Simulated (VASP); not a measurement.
These are PBE GGA, VASP's PBE PAW potentials (set 64) (plane waves; VASP) values and carry that method's errors.

The input files of a VASP run:

**KPOINTS**
```
Regular mesh
0
G
5 5 5
0 0 0
```

**INCAR**
```
SYSTEM=BaHfO3
PREC=Accurate; ENCUT=520; LREAL=.FALSE.
LASPH=.TRUE.
EDIFF=1E-8; NELM=100; ALGO=Normal
LMAXMIX=6
ISMEAR=0; SIGMA=0.01
GGA=PE
LWAVE=.FALSE.; LCHARG=.FALSE.
LEPSILON=.TRUE.
```

POSCAR:
```
BaHfO3
1.0
  4.2014504049   0.0000000000   0.0000000000
  0.0000000000   4.2014504049   0.0000000000
  0.0000000000   0.0000000000   4.2014504049
Ba Hf O
1 1 3
Cart
  0.0000000000   0.0000000000   0.0000000000
  2.1007252025   2.1007252025   2.1007252025
  2.1007252025   0.0000000000   2.1007252025
  0.0000000000   2.1007252025   2.1007252025
  2.1007252025   2.1007252025   0.0000000000
```

POTCAR, in this order: Ba_sv Hf_pv O (PBE.64 set). Program: vasp_std.

Output

### OSZICAR
```
...
RMM:   9    -0.537857603479E+00   -0.45984E-08    0.70888E-06   776   0.498E-04
RMM:  10    -0.537857605009E+00   -0.15302E-08   -0.27821E-06   685   0.383E-04
RMM:  11    -0.537857605838E+00   -0.82918E-09    0.24020E-06   599   0.343E-04
RMM:  12    -0.537857606183E+00   -0.34466E-09   -0.40895E-08   567   0.328E-04
 Linear response to external field (no local field effect), progress :
  Direction:   2
       N       E                     dE             d eps       ncg     rms          rms(c)
RMM:   1    -0.796546155522E+00   -0.79655E+00   -0.32831E+00   901   0.476E+00
RMM:   2    -0.811697789066E+00   -0.15152E-01   -0.10437E-01   926   0.103E+00
RMM:   3    -0.814718561899E+00   -0.30208E-02   -0.15062E-02   944   0.242E-01
RMM:   4    -0.815095512997E+00   -0.37695E-03   -0.86601E-04   968   0.646E-02
RMM:   5    -0.815133408021E+00   -0.37895E-04   -0.14108E-04   966   0.215E-02
RMM:   6    -0.815139043791E+00   -0.56358E-05    0.21070E-06   968   0.674E-03
RMM:   7    -0.815139577518E+00   -0.53373E-06    0.52192E-06   964   0.263E-03
RMM:   8    -0.815139625484E+00   -0.47967E-07   -0.28136E-06   912   0.130E-03
RMM:   9    -0.815139644887E+00   -0.19403E-07    0.33459E-06   829   0.828E-04
RMM:  10    -0.815139645327E+00   -0.43962E-09    0.14162E-06   758   0.642E-04
RMM:  11    -0.815139648782E+00   -0.34556E-08    0.84703E-07   691   0.567E-04
RMM:  12    -0.815139648475E+00    0.30687E-09    0.18962E-06   649   0.539E-04
RMM:  13    -0.815139648945E+00   -0.46989E-09    0.86862E-07   606   0.525E-04
RMM:  14    -0.815139648415E+00    0.53046E-09   -0.58347E-07   586   0.518E-04
 Linear response to external field (no local field effect), progress :
  Direction:   3
       N       E                     dE             d eps       ncg     rms          rms(c)
RMM:   1    -0.957284834834E+00   -0.95728E+00   -0.40051E+00   863   0.513E+00
RMM:   2    -0.973530424119E+00   -0.16246E-01   -0.12305E-01   896   0.104E+00
RMM:   3    -0.977133028014E+00   -0.36026E-02   -0.17294E-02   904   0.230E-01
RMM:   4    -0.977456153059E+00   -0.32313E-03   -0.89185E-04   938   0.586E-02
RMM:   5    -0.977490954513E+00   -0.34801E-04   -0.11689E-04   906   0.185E-02
RMM:   6    -0.977495988985E+00   -0.50345E-05   -0.18898E-05   871   0.600E-03
RMM:   7    -0.977496621969E+00   -0.63298E-06    0.14188E-05   850   0.223E-03
RMM:   8    -0.977496696826E+00   -0.74857E-07   -0.43797E-06   819   0.108E-03
RMM:   9    -0.977496710980E+00   -0.14154E-07    0.12976E-06   764   0.631E-04
RMM:  10    -0.977496717429E+00   -0.64496E-08   -0.15623E-07   687   0.499E-04
RMM:  11    -0.977496716662E+00    0.76761E-09    0.83009E-07   617   0.443E-04
RMM:  12    -0.977496717541E+00   -0.87973E-09   -0.31200E-07   583   0.422E-04
RMM:  13    -0.977496712546E+00    0.49958E-08   -0.48300E-07   539   0.414E-04
RMM:  14    -0.977496712360E+00    0.18527E-09   -0.53825E-07   517   0.406E-04
 Linear response to external field, progress :
  Direction:   1
       N       E                     dE             d eps       ncg     rms          rms(c)
RMM:   1    -0.759333195903E+00   -0.75933E+00   -0.30701E+00  1601   0.463E+00
RMM:   2    -0.773904614267E+00   -0.14571E-01   -0.10121E-01  1583   0.963E-01    0.197E+00
RMM:   3    -0.762996714061E+00    0.10908E-01   -0.36752E-02  1373   0.989E-01    0.106E+00
RMM:   4    -0.794417449346E+00   -0.31421E-01   -0.26552E-02  1390   0.995E-01    0.225E-01
RMM:   5    -0.807086352407E+00   -0.12669E-01   -0.40836E-03  1563   0.294E-01    0.911E-02
RMM:   6    -0.810157456753E+00   -0.30711E-02   -0.32218E-04  1576   0.776E-02    0.337E-02
RMM:   7    -0.810762378077E+00   -0.60492E-03   -0.69885E-05  1592   0.280E-02    0.125E-02
RMM:   8    -0.811071037714E+00   -0.30866E-03   -0.10231E-05  1600   0.118E-02    0.605E-03
RMM:   9    -0.810995236589E+00    0.75801E-04    0.83042E-06  1586   0.520E-03    0.957E-04
RMM:  10    -0.811018903544E+00   -0.23667E-04   -0.44150E-06  1744   0.189E-03    0.606E-04
RMM:  11    -0.811034406279E+00   -0.15503E-04    0.43431E-06  1610   0.104E-03    0.286E-04
RMM:  12    -0.811029114610E+00    0.52917E-05   -0.55660E-06  1560   0.575E-04    0.874E-05
RMM:  13    -0.811032754959E+00   -0.36403E-05    0.22741E-06  1382   0.464E-04    0.284E-05
RMM:  14    -0.811033035325E+00   -0.28037E-06   -0.26638E-06  1225   0.397E-04    0.878E-06
 Linear response to external field, progress :
  Direction:   2
       N       E                     dE             d eps       ncg     rms          rms(c)
RMM:   1    -0.759563156641E+00   -0.75956E+00   -0.30724E+00  1599   0.463E+00
RMM:   2    -0.773692162646E+00   -0.14129E-01   -0.99392E-02  1579   0.963E-01    0.198E+00
RMM:   3    -0.763000084532E+00    0.10692E-01   -0.36593E-02  1372   0.988E-01    0.107E+00
RMM:   4    -0.794415100317E+00   -0.31415E-01   -0.26351E-02  1388   0.994E-01    0.225E-01
RMM:   5    -0.807066959232E+00   -0.12652E-01   -0.39972E-03  1563   0.293E-01    0.922E-02
RMM:   6    -0.810134873453E+00   -0.30679E-02   -0.33129E-04  1576   0.774E-02    0.344E-02
RMM:   7    -0.810776130023E+00   -0.64126E-03   -0.44552E-05  1587   0.283E-02    0.122E-02
RMM:   8    -0.810993206045E+00   -0.21708E-03   -0.12102E-05  1635   0.108E-02    0.379E-03
RMM:   9    -0.811028593134E+00   -0.35387E-04   -0.11806E-06  1644   0.467E-03    0.207E-03
RMM:  10    -0.811011566146E+00    0.17027E-04    0.46365E-06  1711   0.190E-03    0.615E-04
RMM:  11    -0.811037007632E+00   -0.25441E-04   -0.19881E-08  1582   0.126E-03    0.335E-04
RMM:  12    -0.811030397163E+00    0.66105E-05   -0.32698E-07  1568   0.629E-04    0.737E-05
RMM:  13    -0.811032135447E+00   -0.17383E-05    0.12128E-06  1411   0.464E-04    0.306E-05
RMM:  14    -0.811033686094E+00   -0.15506E-05    0.55835E-08  1378   0.416E-04    0.131E-05
RMM:  15    -0.811033178769E+00    0.50732E-06    0.68288E-07  1059   0.373E-04    0.424E-06
 Linear response to external field, progress :
  Direction:   3
       N       E                     dE             d eps       ncg     rms          rms(c)
RMM:   1    -0.759235022534E+00   -0.75924E+00   -0.30691E+00  1591   0.462E+00
RMM:   2    -0.773967135118E+00   -0.14732E-01   -0.10208E-01  1569   0.959E-01    0.197E+00
RMM:   3    -0.763042513110E+00    0.10925E-01   -0.36424E-02  1366   0.986E-01    0.106E+00
RMM:   4    -0.794456290793E+00   -0.31414E-01   -0.26479E-02  1386   0.994E-01    0.225E-01
RMM:   5    -0.807158808391E+00   -0.12703E-01   -0.39743E-03  1550   0.293E-01    0.923E-02
RMM:   6    -0.810164276020E+00   -0.30055E-02   -0.29646E-04  1561   0.758E-02    0.344E-02
RMM:   7    -0.810774025161E+00   -0.60975E-03   -0.65432E-05  1577   0.276E-02    0.121E-02
RMM:   8    -0.811075527667E+00   -0.30150E-03    0.89353E-06  1565   0.116E-02    0.648E-03
RMM:   9    -0.810994037380E+00    0.81490E-04   -0.12579E-06  1596   0.522E-03    0.923E-04
RMM:  10    -0.811021938970E+00   -0.27902E-04    0.78434E-06  1700   0.187E-03    0.623E-04
RMM:  11    -0.811033779740E+00   -0.11841E-04   -0.37314E-06  1610   0.999E-04    0.209E-04
RMM:  12    -0.811029925563E+00    0.38542E-05    0.25100E-06  1555   0.541E-04    0.717E-05
RMM:  13    -0.811033181976E+00   -0.32564E-05   -0.10959E-06  1383   0.452E-04    0.149E-05
RMM:  14    -0.811032943365E+00    0.23861E-06    0.20763E-07  1072   0.379E-04    0.451E-06
```

OUTCAR:
```
------------------------ aborting loop because EDIFF is reached ----------------------------------------

 HEAD OF MICROSCOPIC STATIC DIELECTRIC TENSOR (INDEPENDENT PARTICLE, excluding Hartree and local field effects)
 ------------------------------------------------------
           4.790744    -0.000000     0.000000
           0.000000     4.790744    -0.000000
           0.000000     0.000000     4.790744
 ------------------------------------------------------

 MACROSCOPIC STATIC DIELECTRIC TENSOR (including local field effects in DFT)
 ------------------------------------------------------
           4.666943    -0.000000     0.000000
          -0.000000     4.666943     0.000000
          -0.000000    -0.000000     4.666943
 ------------------------------------------------------

 PIEZOELECTRIC TENSOR (including local field effects)  for field in x, y, z        (e  Angst)
          XX          YY          ZZ          XY          YZ          ZX
  --------------------------------------------------------------------------------
  x     0.00000     0.00000     0.00000     0.00000     0.00000     0.00000
  y     0.00000     0.00000     0.00000     0.00000     0.00000     0.00000
  z     0.00000     0.00000     0.00000     0.00000     0.00000     0.00000

 PIEZOELECTRIC TENSOR (including local field effects)  for field in x, y, z        (C/m^2)
          XX          YY          ZZ          XY          YZ          ZX
  --------------------------------------------------------------------------------
  x     0.00000     0.00000     0.00000     0.00000     0.00000     0.00000
  y     0.00000     0.00000     0.00000     0.00000     0.00000     0.00000
  z     0.00000     0.00000     0.00000     0.00000     0.00000     0.00000

 BORN EFFECTIVE CHARGES (including local field effects) (in |e|, cummulative output)
 ---------------------------------------------------------------------------------
 ion    1
    1     2.74613    -0.00000    -0.00000
    2    -0.00000     2.74613     0.00000
    3    -0.00000    -0.00000     2.74613
 ion    2
    1     5.82355    -0.00000     0.00000
    2     0.00000     5.82355     0.00000
    3    -0.00000    -0.00000     5.82355
 ion    3
    1    -1.99463     0.00000    -0.00000
    2     0.00000    -4.58043    -0.00000
    3    -0.00000     0.00000    -1.99463
 ion    4
    1    -4.58043    -0.00000    -0.00000
    2     0.00000    -1.99463     0.00000
    3    -0.00000     0.00000    -1.99463
 ion    5
    1    -1.99463     0.00000    -0.00000
    2     0.00000    -1.99463     0.00000
    3     0.00000     0.00000    -4.58043
```
(Selected blocks of OUTCAR.)

The compound is BaHfO3 in the cubic perovskite structure. It was relaxed first.
